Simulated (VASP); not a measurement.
Given:

```
SnC
1.0
    3.32413     0.00000     0.00000
   -1.66206     2.87878     0.00000
    0.00000     0.00000     5.77693
Sn C
2 2
Cartesian
  0.00000   0.00000   5.77693
  0.00000   0.00000   2.88846
  0.00000   1.91919   1.44423
  1.66206   0.95959   4.33269
```

Level of theory: PBEsol GGA, VASP's PBE PAW potentials (set 64) (plane waves; VASP 6.6.1). Settings: 520 eV cut-off, Gaussian smearing of 0.050 eV, potentials Sn_d C.

Give the energies of bands 13 to 21 at the high-symmetry points, in eV from the Fermi level.

```csv
band,Γ,M,K,A,L,H
13,-9.36,-6.90,-8.82,-5.35,-8.12,-7.73
14,-1.05,-6.02,-5.09,-5.35,-8.12,-7.73
15,-0.41,-5.15,-3.61,0.00,-2.20,-5.52
16,-0.41,-4.65,-3.61,0.00,-2.20,-5.52
17,0.34,-2.78,-3.59,0.00,-1.67,-0.57
18,0.34,0.13,-3.59,0.00,-1.67,-0.57
19,0.66,1.60,-2.98,2.99,0.24,1.90
20,2.84,2.77,5.61,2.99,0.24,1.90
21,6.55,2.87,6.26,6.18,4.82,2.79
```

It has no gap at this level: it comes out as a metal or semimetal.

The structure was generated: SnC was put into the NiAs type type (P6_3/mmc), which need not be its known phase. It was relaxed first, which changed the volume by +14 %.
